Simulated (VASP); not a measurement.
VASP ran on this input.

### INCAR
```
SYSTEM = MnO
PREC = Accurate
ENCUT = 520
EDIFF = 1E-6
NELM = 5
ALGO = Normal
LREAL = .FALSE.
LASPH = .TRUE.
ISMEAR = 0
SIGMA = 0.05
GGA = PE
LMAXMIX = 4
ISPIN = 2
MAGMOM = 5.0 -5.0 0.0 0.0
LORBIT = 10
LWAVE = .FALSE.
LCHARG = .FALSE.
ISIF = 2
```

**KPOINTS**
```
Automatic mesh
0
Gamma
7 7 7
0 0 0
```

**POSCAR**
```
MnO
1
    4.4400000000     2.2200000000     2.2200000000
    2.2200000000     4.4400000000     2.2200000000
    2.2200000000     2.2200000000     4.4400000000
Mn O
2 2
Direct
  0.0000000000   0.0000000000   0.0000000000
  0.5000000000   0.5000000000   0.5000000000
  0.2500000000   0.2500000000   0.2500000000
  0.7500000000   0.7500000000   0.7500000000
```

POTCAR, in this order: Mn_pv O (PBE.64 set). Program: vasp_std.

The run wrote:

standard output:
```
 POSCAR found type information on POSCAR MnO
 POSCAR found :  2 types and       4 ions
 Reading from existing POTCAR
 Reading from existing POTCAR
 LDA part: xc-table for (Slater+PW92), standard interpolation
 POSCAR, INCAR and KPOINTS ok, starting setup
 WAVECAR not read
 entering main loop
       N       E                     dE             d eps       ncg     rms          rms(c)
DAV:   1     0.451083014919E+03    0.45108E+03   -0.22447E+04  4144   0.204E+03
DAV:   2     0.125306429036E+02   -0.43855E+03   -0.43010E+03  4146   0.559E+02
DAV:   3    -0.365209229241E+02   -0.49052E+02   -0.48204E+02  5649   0.174E+02
DAV:   4    -0.377803789193E+02   -0.12595E+01   -0.12494E+01  4510   0.286E+01
DAV:   5    -0.378021376888E+02   -0.21759E-01   -0.21742E-01  4937   0.415E+00

 -----------------------------------------------------------------------------
|                                                                             |
|           W    W    AA    RRRRR   N    N  II  N    N   GGGG   !!!           |
|           W    W   A  A   R    R  NN   N  II  NN   N  G    G  !!!           |
|           W    W  A    A  R    R  N N  N  II  N N  N  G       !!!           |
|           W WW W  AAAAAA  RRRRR   N  N N  II  N  N N  G  GGG   !            |
|           WW  WW  A    A  R   R   N   NN  II  N   NN  G    G                |
|           W    W  A    A  R    R  N    N  II  N    N   GGGG   !!!           |
|                                                                             |
|     The electronic self-consistency was not achieved in the given           |
|     number of steps (NELM). The forces and other quantities evaluated       |
|     might not be reliable so examine the results carefully. If you find     |
|     spurious results, we suggest increasing NELM, if you were close to      |
|     convergence or switching to a different ALGO or adjusting the           |
|     density mixing parameters otherwise.                                    |
|                                                                             |
 -----------------------------------------------------------------------------

   1 F= -.37802138E+02 E0= -.37799529E+02  d E =-.521728E-02  mag=     0.0000
```

### OUTCAR
```
------------------------ aborting loop EDIFF was not reached (unconverged)  ----------------------------
  FORCE on cell =-STRESS in cart. coord.  units (eV):
  Direction    XX          YY          ZZ          XY          YZ          ZX
  --------------------------------------------------------------------------------------
  Total      -12.9218820    -12.9218820    -12.9218820     -0.7422228     -0.7422228     -0.7422228
  in kB     -473.0613193   -473.0613193   -473.0613193    -27.1722734    -27.1722734    -27.1722734
  external PRESSURE =    -473.0613193 kB  Pullay stress =       0.0000000 kB
  volume of cell :       43.76
      direct lattice vectors                 reciprocal lattice vectors
     4.440000000  2.220000000  2.220000000     0.337837838 -0.112612613 -0.112612613
     2.220000000  4.440000000  2.220000000    -0.112612613  0.337837838 -0.112612613
     2.220000000  2.220000000  4.440000000    -0.112612613 -0.112612613  0.337837838
 POSITION                                       TOTAL-FORCE (eV/Angst)
 -----------------------------------------------------------------------------------
      0.00000      0.00000      0.00000        -0.000000      0.000000      0.000000
      4.44000      4.44000      4.44000         0.000000      0.000000      0.000000
      2.22000      2.22000      2.22000         0.000000      0.000000     -0.000000
      6.66000      6.66000      6.66000        -0.000000     -0.000000      0.000000
 -----------------------------------------------------------------------------------
    total drift:                                0.000000     -0.000000     -0.000000
  FREE ENERGIE OF THE ION-ELECTRON SYSTEM (eV)
  ---------------------------------------------------
  free  energy   TOTEN  =       -37.8021376888 eV

  energy  without entropy=      -37.7969204043  energy(sigma->0) =      -37.79952905

 total charge

# of ion       s       p       d       tot
------------------------------------------
    1        0.156   6.119   4.597  10.872
    2        0.156   6.119   4.597  10.872
    3        1.620   4.003   0.000   5.622
    4        1.620   4.003   0.000   5.622
--------------------------------------------------
tot          3.552  20.242   9.195  32.989

 magnetization (x)

# of ion       s       p       d       tot
------------------------------------------
    1        0.009   0.007   4.250   4.266
    2       -0.009  -0.007  -4.250  -4.266
    3        0.000   0.000   0.000   0.000
    4        0.000   0.000   0.000   0.000
--------------------------------------------------
tot          0.000   0.000   0.000   0.000
```
(Selected blocks of OUTCAR.)

Question: Read the log: what went wrong, and how is it fixed?

Answer: The cause: NELM is too small, so the electronic loop ends before EDIFF is met. The run did not converge; its last values are not results. Against the sound run, the energy per atom (σ→0) drops by 1.172 eV/atom; the pressure decreases by 47.37 GPa; the band gap drops by 0.92 eV. To mend it, set NELM = 100.

The mended run (PBE GGA, plane waves, VASP's PBE PAW potentials (set 64)) converges, and its OSZICAR ends with
```
   1 F= -.33109634E+02 E0= -.33109634E+02  d E =-.177987E-27  mag=     0.0000
```

The compound is MnO in the rock salt, AFM-II order structure. The cell was not relaxed at this level.
